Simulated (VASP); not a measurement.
Cost and result of VASP (PAW) for the bulk modulus of InAs (zinc blende). Static lattice, third-order Birch-Murnaghan fit over five volumes. The cost counts the five points of the equation of state, each on the mesh and cut-off of its row, so the ratios hold those differences too. With PBE it took about 90 core-seconds. The timings are rough (shared machines, no repeats); factors under 2 mean little.

Measured: 58.6 GPa at 0 K (as given by Daniel Mejia-Rodriguez et al., Physical Review B (2018), arXiv:1807.09216; 0 K value with the zero-point phonon effect removed).

```
level     k-mesh  cut-off (eV)  bulk modulus (GPa)  error (%)         cost over PBE
------  --------  ------------  ------------------  ---------  --------------------
LDA     11×11×11           520                60.1       +2.6  within a factor of 2
PBEsol  10×10×10           520                55.6       -5.1  within a factor of 2
PBE     10×10×10           520                48.5      -17.3             reference
r2SCAN     8×8×8           520                56.9       -2.8         about 3 times
SCAN    10×10×10           520                57.1       -2.6         about 7 times
```

Within 3 % of the measurement lie LDA, r2SCAN, SCAN; the cheapest of them is LDA, within a factor of 2 against PBE.

Left out are levels that failed, ran on another kind of processor or have no fit band path; at most nine are shown.

The compound is InAs in the zinc blende structure.
